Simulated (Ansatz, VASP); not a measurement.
# One calculation of Al4In, two programs

```
CELL_PARAMETERS angstrom
5.39815 0.00000 0.00000
0.00000 5.39815 0.00000
0.00000 0.00000 5.39815
ATOMIC_POSITIONS crystal
Al 0.00000 0.50000 0.50000
Al 0.50000 0.00000 0.50000
Al 0.50000 0.50000 0.00000
Al 0.00000 0.00000 0.00000
In 0.50000 0.50000 0.50000
```

Alike in both runs: task single point; functional PBE; k mesh 4 × 4 × 4; occupations gaussian, width 0.1 eV; no spin polarisation.

```csv
,VASP,Ansatz
version,VASP 6.6.1,Ansatz 0.2.0
potentials or method,"VASP PAW PBE potentials, release 64 (Al, In_d)","scalar-relativistic, plane waves, PAW"
plane-wave cutoff (eV),520,420
valence electrons in the cell,25,25
```

```tsv
	VASP	Ansatz	Ansatz less VASP
gap on the k mesh at the Fermi level (eV)	none	none	-
pressure (GPa)	-2.7	-2.7	+0.03
```

A gap of «none» marks a metal or a gap that the smearing closes.
